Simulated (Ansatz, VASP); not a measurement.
**Cross-check of Al6Ge8O25 (glassy 73GeO2-27Al2O3 (mol %)) between VASP and Ansatz**

Aim: how closely do two programs agree when they are given the same cell, functional and k mesh? Of the first pair: The structure shown is the start of the Ansatz relaxation below; VASP solves that cell, so the two are compared at the walk's first step.

Program: Ansatz 0.2.0. Level of theory: plane waves, with VASP 6.6.1 beside it; RPBE. Results are calculated unless marked as measured.

## Step 1: The structure

The cell holds 117 atoms: 24 Ge, 18 Al and 75 O. Its edges and angles: a = 11.512 Å, b = 11.561 Å, c = 11.443 Å, α = 89.3°, β = 88.8°, γ = 91.8°. As first built, before any earlier steps moved the atoms or strained the cell (in the runner's words): 117 atoms (24 Ge, 18 Al, 75 O) placed at random at 3.46 g/cm^3, melted at 4000 K for 10 ps at fixed volume with the Morse and Coulomb pair potential with partial charges (Pedone, Malavasi, Menziani, Cormack and Segre, J. Phys. Chem. B 110, 11780 (2006)). Quenched from 4000 K to 300 K at 10 K/ps and fixed volume, held 10 ps at zero pressure.

## Step 2: Ansatz: relaxation, RPBE

Ansatz runs on its default PAW (the set named soft_2) files.

The two programs are compared at the cell with which this relaxation starts, whose forces are those of its first step.

The input, input.yaml:

```yaml
crystal:
  lattice:
    - [11.51017, -0.18177, 0.1231]
    - [-0.18177, 11.55939, 0.06841]
    - [0.1231, 0.06841, 11.44244]
  atoms:
    - { symbol: Ge, position: [0.79987, 0.57778, 0.31197] }
    - { symbol: Ge, position: [0.29482, 0.95464, 0.99494] }
    - { symbol: Ge, position: [0.92375, 0.16128, 0.43237] }
    - { symbol: Ge, position: [0.40335, 0.50873, 0.35274] }
    - { symbol: Ge, position: [0.50581, 0.81027, 0.85821] }
    - { symbol: Ge, position: [0.34815, 0.02461, 0.65988] }
    - { symbol: Ge, position: [0.51224, 0.7518, 0.33517] }
    - { symbol: Ge, position: [0.23671, 0.57265, 0.06656] }
    - { symbol: Ge, position: [0.30765, 0.27565, 0.20246] }
    - { symbol: Ge, position: [0.03525, 0.2235, 0.17992] }
    - { symbol: Ge, position: [0.40813, 0.40026, 0.7569] }
    - { symbol: Ge, position: [0.26359, 0.22897, 0.93961] }
    - { symbol: Ge, position: [0.54344, 0.34609, 0.51659] }
    - { symbol: Ge, position: [0.74978, 0.27744, 0.87761] }
    - { symbol: Ge, position: [0.90979, 0.8326, 0.2571] }
    - { symbol: Ge, position: [0.28286, 0.88265, 0.26897] }
    - { symbol: Ge, position: [0.2303, 0.59934, 0.64537] }
    - { symbol: Ge, position: [0.77799, 0.52622, 0.72559] }
    - { symbol: Ge, position: [0.68135, 0.39922, 0.12211] }
    - { symbol: Ge, position: [0.66995, 0.95681, 0.20956] }
    - { symbol: Ge, position: [0.59574, 0.06008, 0.77424] }
    - { symbol: Ge, position: [0.00951, 0.44078, 0.99126] }
    - { symbol: Ge, position: [0.53596, 0.19288, 0.28787] }
    - { symbol: Ge, position: [0.17898, 0.62885, 0.32062] }
    - { symbol: Al, position: [0.7655, 0.97666, 0.56768] }
    - { symbol: Al, position: [0.68138, 0.70312, 0.52391] }
    - { symbol: Al, position: [0.93465, 0.83333, 0.55251] }
    - { symbol: Al, position: [0.11716, 0.14659, 0.62449] }
    - { symbol: Al, position: [0.95983, 0.96896, 0.77599] }
    - { symbol: Al, position: [0.09192, 0.78024, 0.02472] }
[... 81 atom lines left out ...]
    - { symbol: O, position: [0.74902, 0.30651, 0.02509] }
    - { symbol: O, position: [0.87806, 0.51472, 0.42981] }
    - { symbol: O, position: [0.88442, 0.94383, 0.65077] }
    - { symbol: O, position: [0.61483, 0.50593, 0.05416] }
    - { symbol: O, position: [0.91926, 0.28437, 0.5095] }
    - { symbol: O, position: [0.33449, 0.93296, 0.13715] }
kpoints:
  mp_grid: { grid: [1, 1, 1] }
hamiltonian:
  xc: rpbe
scf:
  occupations: { method: gaussian, width: 0.05 }
output:
  forces: true
  eigenvalues: true
  stress: true
relax:
  f_tol: 0.05
  max_steps: 70
```

On the command line:

```sh
$ ansatz run input.yaml --threads 4 --pin off --max-ram 8192MiB --backend cpu --events-out ev --progress --plain --runs-dir out
```

Numbers of over 12 decimals in the logs are rounded to 6 here.

Log:

```text
Warning: output.stress: scf.convergence.dr2_threshold = 1e-7 eV (the SCF's general default) is looser than the 1.08e-8 eV advised for a printed stress (1e-10 eV for each atom of the cell: 117, of which 108 are counted). What an SCF threshold leaves in a stress goes as its square root, and in the free energy as the threshold itself, and one threshold admits the most on a small cell: [figures from the program's tests c [...]
Engine: ansatz 0.2.0, x86_64-unknown-linux-gnu
Pseudopotentials: kind: paw
Pseudopotential: Ge, paw, valence charge 14, recommended cutoff 420 eV (normal), Ge.paw.azcp
Pseudopotential: Al, paw, valence charge 3, recommended cutoff 420 eV (normal), Al.paw.azcp
Pseudopotential: O, paw, valence charge 6, recommended cutoff 420 eV (normal), O.paw.azcp
Functional definition: RPBE
  parameter kappa = 0.804
  parameter beta = 0.066725
  exchange = rpbe_x(kappa = kappa, mu = beta*pi^2/3)
  correlation = pbe_c(beta = beta)
Crystal: 117 atoms, lattice volume = 1521.813 Å³
Basis set: ecut = 420 eV, 29771 PW (Γ), exchange–correlation on 160×160×160 points (8 copies of the dense FFT grid, shifted against one another)
Bands: 537, of which v1, the nominal top of the filled ones, is band 420 counted from 1 (419 counted from 0)
Symmetry: 1 space group operations
Space group: P1 (ITA 1), of the structure as read, at distance tolerance 1.2e-4 Å
k-points: 1
Non-local potential: Ge, projectors of the file, l = 0: 2, l = 1: 2, l = 2: 3, l = 3: 1
Non-local potential: Al, projectors of the file, l = 0: 2, l = 1: 2, l = 2: 1
Non-local potential: O, projectors of the file, l = 0: 2, l = 1: 2, l = 2: 1
PAW form: soft (Blöchl's): semilocal exchange-correlation on the pseudo side does not see the compensation charge
PAW frozen core: Ge, regenerated for the run's functional, and the local potential with it (the file was generated under x = pbe(κ = 0.804, μ = 0.219515), c = pbe(β = 0.066725))
PAW frozen core: Al, regenerated for the run's functional, and the local potential with it (the file was generated under x = pbe(κ = 0.804, μ = 0.219515), c = pbe(β = 0.066725))
PAW frozen core: O, regenerated for the run's functional, and the local potential with it (the file was generated under x = pbe(κ = 0.804, μ = 0.219515), c = pbe(β = 0.066725))
PAW one-centre angular grid: Ge, 590 points (default); XC on 64 Gauss nodes
PAW one-centre angular grid: Al, 110 points (default); XC on 64 Gauss nodes
PAW one-centre angular grid: O, 110 points (default); XC on 64 Gauss nodes
Initial density: superposition of atomic densities (neutral atoms: chi_scale 0, normalization atom), corrected by the library's trained network
Initial wavefunctions: pseudopotential atomic-orbital guess
Functional: x = rpbe, c = pbe(β = 0.066725)
SCF iter   1: F=—  HF=-155675.071674 eV  |F-HF|=—  |Δ(HF+E_count)|=         —  Δρ=4.65e-3  dr2=3.38e-1  ethr=1.77e-3  ⟨swp⟩=6.0  Hψ=2159  notcnv=0  defer=24
preconditioner: auto → Resta (q_TF=auto, 2.471 Å⁻¹)  ε∞=2.8  [insulator: Δε(μ)=3.303 eV  Ē_g=20.294 eV  σ=0.050 eV  W_gap=1.00  n_scr=390 (ndim 8)  ℏωp=27.6 eV  f_vac=0.162  D(μ)=0.00/eV (n_scr^D=0)  ε∞_Penn≈2.8]
SCF iter   2: F=—  HF=-155675.036123 eV  |F-HF|=—  |Δ(HF+E_count)|=   3.56e-2  Δρ=2.25e-3  dr2=4.25e-2  ethr=4.02e-5  ⟨swp⟩=2.0  Hψ=924  notcnv=0  defer=111
SCF iter   3: F=—  HF=-155675.042910 eV  |F-HF|=—  |Δ(HF+E_count)|=   6.79e-3  Δρ=9.10e-4  dr2=1.25e-2  ethr=5.06e-6  ⟨swp⟩=2.0  Hψ=612  notcnv=0  defer=111
SCF iter   4: F=—  HF=-155675.046861 eV  |F-HF|=—  |Δ(HF+E_count)|=   3.95e-3  Δρ=2.62e-4  dr2=1.06e-3  ethr=1.49e-6  ⟨swp⟩=2.0  Hψ=653  notcnv=0  defer=111
SCF iter   5: F=—  HF=-155675.047231 eV  |F-HF|=—  |Δ(HF+E_count)|=   3.71e-4  Δρ=1.14e-4  dr2=1.78e-4  ethr=1.26e-7  ⟨swp⟩=2.0  Hψ=846  notcnv=0  defer=111
SCF iter   6: F=—  HF=-155675.047483 eV  |F-HF|=—  |Δ(HF+E_count)|=   2.51e-4  Δρ=4.77e-5  dr2=3.14e-5  ethr=2.12e-8  ⟨swp⟩=2.0  Hψ=726  notcnv=0  defer=111
[...]
- { symbol: Ge, position: [0.391939, 0.388061, 0.763466] }
    - { symbol: Ge, position: [0.256582, 0.214129, 0.957205] }
    - { symbol: Ge, position: [0.540919, 0.338430, 0.530692] }
    - { symbol: Ge, position: [0.754147, 0.274197, 0.881034] }
    - { symbol: Ge, position: [0.906988, 0.830955, 0.242194] }
    - { symbol: Ge, position: [0.296376, 0.887230, 0.272786] }
    - { symbol: Ge, position: [0.237926, 0.604107, 0.629968] }
    - { symbol: Ge, position: [0.771290, 0.530881, 0.735256] }
    - { symbol: Ge, position: [0.683341, 0.384629, 0.121389] }
    - { symbol: Ge, position: [0.658603, 0.952910, 0.196437] }
    - { symbol: Ge, position: [0.592429, 0.067827, 0.775007] }
    - { symbol: Ge, position: [0.014485, 0.449065, 0.996550] }
    - { symbol: Ge, position: [0.525774, 0.184029, 0.286102] }
    - { symbol: Ge, position: [0.181388, 0.628099, 0.329543] }
    - { symbol: Al, position: [0.748213, 0.976169, 0.563574] }
    - { symbol: Al, position: [0.675068, 0.697399, 0.521558] }
    - { symbol: Al, position: [0.928625, 0.837126, 0.546299] }
    - { symbol: Al, position: [0.114687, 0.154860, 0.600553] }
    - { symbol: Al, position: [0.957182, 0.976883, 0.770127] }
    - { symbol: Al, position: [0.097335, 0.790403, 0.025683] }
    - { symbol: Al, position: [0.520928, 0.543707, 0.959554] }
    - { symbol: Al, position: [0.429208, 0.821300, 0.557501] }
    - { symbol: Al, position: [0.170919, 0.835349, 0.677245] }
    - { symbol: Al, position: [0.978391, 0.578464, 0.522045] }
    - { symbol: Al, position: [0.859761, 0.660687, 0.977875] }
    - { symbol: Al, position: [0.997049, 0.705091, 0.777795] }
    - { symbol: Al, position: [0.024773, 0.222133, 0.812751] }
    - { symbol: Al, position: [0.095184, 0.958471, 0.418262] }
    - { symbol: Al, position: [0.761109, 0.922395, 0.962157] }
    - { symbol: Al, position: [0.033697, 0.419537, 0.697406] }
    - { symbol: Al, position: [0.037516, 1.025391, 0.017312] }
    - { symbol: Al, position: [0.814883, 0.388642, 0.524571] }
    - { symbol: O, position: [0.370401, 0.368023, 0.317145] }
    - { symbol: O, position: [0.791520, 0.061764, 0.443683] }
    - { symbol: O, position: [0.00774148, 0.704874, 0.939458] }
    - { symbol: O, position: [0.585216, 0.044779, 0.291535] }
    - { symbol: O, position: [0.090971, 0.881233, 0.551514] }
    - { symbol: O, position: [0.042370, 0.098867, 0.468497] }
    - { symbol: O, position: [0.780489, 0.781230, 1.003111] }
    - { symbol: O, position: [0.759559, 0.433858, 0.249497] }
    - { symbol: O, position: [0.336847, 0.519102, 0.700366] }
    - { symbol: O, position: [0.393782, 0.551383, 0.041197] }
    - { symbol: O, position: [0.548920, 0.223273, 0.432811] }
    - { symbol: O, position: [0.276460, 0.298939, 0.828770] }
    - { symbol: O, position: [0.909592, 0.988061, 0.923001] }
    - { symbol: O, position: [0.855531, 0.631383, 0.817334] }
    - { symbol: O, position: [0.272623, 0.305022, 0.080139] }
    - { symbol: O, position: [0.728239, 0.418686, 0.828730] }
    - { symbol: O, position: [0.509539, 0.479170, 0.475643] }
    - { symbol: O, position: [0.159995, 0.931251, 0.979174] }
    - { symbol: O, position: [0.890763, 0.523392, 0.037202] }
    - { symbol: O, position: [0.968370, 0.866576, 0.382626] }
    - { symbol: O, position: [0.870420, 0.203993, 0.816220] }
    - { symbol: O, position: [0.643086, 0.926950, 0.847243] }
    - { symbol: O, position: [0.287497, 0.748896, 0.586472] }
    - { symbol: O, position: [0.105477, 0.515333, 0.595275] }
[...]
- { symbol: O, position: [0.049722, 0.090087, 0.728866] }
    - { symbol: O, position: [0.627999, 0.185192, 0.865669] }
    - { symbol: O, position: [0.769912, 0.292742, 0.033604] }
    - { symbol: O, position: [0.852423, 0.517785, 0.440302] }
    - { symbol: O, position: [0.872414, 0.947095, 0.648834] }
    - { symbol: O, position: [0.634388, 0.508791, 0.054931] }
    - { symbol: O, position: [0.911642, 0.280556, 0.515936] }
    - { symbol: O, position: [0.364277, 0.918295, 0.137272] }
```

In the SCF lines HF is the Harris–Foulkes energy and dr2 the Hartree energy of the density residual, in eV; the loop may stop once dr2 is under the threshold and the program's other checks hold. Hψ counts applications of the Hamiltonian.

## Step 3: VASP: single point, RPBE, start cell, pair 1

The same cell, functional, mesh and smearing now go to VASP, with its own data sets.

Lines of VASP's logs that name or quote its potential files are left out, and so is its time.

The input, INCAR:

```
SYSTEM = Al6Ge8O25
PREC = Accurate
ENCUT = 520
EDIFF = 1E-06
NELM = 120
ISMEAR = 0
SIGMA = 0.05
LREAL = Auto
ALGO = Normal
GGA = RP
NBANDS = 512
LORBIT = 11
LWAVE = .FALSE.
LCHARG = .FALSE.
ISIF = 2
LASPH = .TRUE.
GGA_COMPAT = .FALSE.
EFERMI = MIDGAP
NCORE = 4
```

The input, POSCAR:

```
Al6Ge8O25
1.0
   11.5101700000     -0.1817700000      0.1231000000
   -0.1817700000     11.5593900000      0.0684100000
    0.1231000000      0.0684100000     11.4424400000
Ge Al O
24 18 75
Direct
    0.7998681940      0.5777770366      0.3119710917
    0.2948216894      0.9546374104      0.9949364563
    0.9237475894      0.1612828405      0.4323687354
    0.4033518868      0.5087280640      0.3527434093
    0.5058081084      0.8102703227      0.8582089510
    0.3481478832      0.0246068622      0.6598819518
    0.5122423308      0.7518027864      0.3351655888
    0.2367121539      0.5726490702      0.0665579903
    0.3076481139      0.2756521496      0.2024630370
    0.0352537414      0.2234979064      0.1799241047
    0.4081331249      0.4002639296      0.7568994687
    0.2635889860      0.2289683196      0.9396062792
    0.5434425432      0.3460858895      0.5165879382
    0.7497801022      0.2774411188      0.8776119711
    0.9097861541      0.8326030737      0.2570996176
    0.2828567355      0.8826516348      0.2689721893
    0.2303003905      0.5993405959      0.6453736381
    0.7779929145      0.5262196447      0.7255909042
    0.6813482340      0.3992161565      0.1221081915
    0.6699486253      0.9568100553      0.2095596698
    0.5957438322      0.0600830012      0.7742364090
    0.0095129377      0.4407773089      0.9912636974
    0.5359627482      0.1928759911      0.2878694002
    0.1789841240      0.6288481049      0.3206175917
    0.7655009646      0.9766614040      0.5676807940
    0.6813810985      0.7031178879      0.5239111319
    0.9346482988      0.8333306487      0.5525077383
    0.1171634423      0.1465886763      0.6244864774
    0.9598296987      0.9689596538      0.7759934449
    0.0919171485      0.7802416022      0.0247157661
[... 81 atom lines left out ...]
    0.7490180229      0.3065068640      0.0250932272
    0.8780626217      0.5147159149      0.4298120659
    0.8844223213      0.9438337567      0.6507667897
    0.6148298563      0.5059309055      0.0541583536
    0.9192627765      0.2843696534      0.5094966654
    0.3344868759      0.9329573122      0.1371474140
```

The input, KPOINTS:

```
Automatic mesh
0
Gamma
1 1 1
0 0 0
```

The projector-augmented-wave data sets are Ge_d, Al and O (PBE family, release 64).

On the command line:

```sh
$ mpirun -np 16 vasp_gam
```

Log:

```text
[banner, memory and clock lines left out]
running   16 mpi-ranks, on    1 nodes
[...]
|                                                                             |
|               ----> ADVICE to this user running VASP <----                  |
|                                                                             |
|     You enforced a specific xc type in the INCAR file but a different       |
|     [... a line on the potential file left out ...]
|     I HOPE YOU KNOW WHAT YOU ARE DOING!                                     |
|                                                                             |

 LDA part: xc-table for (Slater+PW92), standard interpolation
 POSCAR, INCAR and KPOINTS ok, starting setup
[...]
entering main loop
       N       E                     dE             d eps       ncg     rms          rms(c)
DAV:   1     0.281615317528E+05    0.28162E+05   -0.25753E+05  1248   0.396E+03
DAV:   2     0.566335617644E+04   -0.22498E+05   -0.21373E+05  1024   0.107E+03
DAV:   3    -0.752576433329E+02   -0.57386E+04   -0.53226E+04  1112   0.378E+02
DAV:   4    -0.833208948073E+03   -0.75795E+03   -0.74259E+03  1208   0.156E+02
[...]
DAV:  18    -0.737632831468E+03    0.46782E-05   -0.38279E-05  1496   0.366E-02    0.785E-03
DAV:  19    -0.737632833568E+03   -0.21002E-05   -0.34157E-05  1472   0.166E-02    0.605E-03
DAV:  20    -0.737632833270E+03    0.29879E-06   -0.29412E-06   872   0.109E-02
   1 F= -.73763283E+03 E0= -.73763283E+03  d E =0.000000E+00
```

From OUTCAR (step 3):

```text
  FREE ENERGIE OF THE ION-ELECTRON SYSTEM (eV)
  ---------------------------------------------------
  free  energy   TOTEN  =      -737.6328332696 eV

  energy  without entropy=     -737.6328332696  energy(sigma->0) =     -737.63283327

[... 2 further parts left out ...]
[key lines of the parts left out:]
E-fermi :   3.6916
```

The run ends at a pressure of 16.94 GPa, with forces up to 1.6 eV/Å.

(Continued in part 2 of 2.)

[Lines on the potential files, build, host, timing and source positions are cut from VASP's logs without a mark.]

[Logs are printed without paths, hosts, clocks, repeated set-up lines and the standing remarks that a program may print on its own settings, such as how far it seeks lower states.]

[Hosts, paths, dates, database ids (printed as entryN), source tags and the programs' standing remarks are cut or masked in the printed files.]
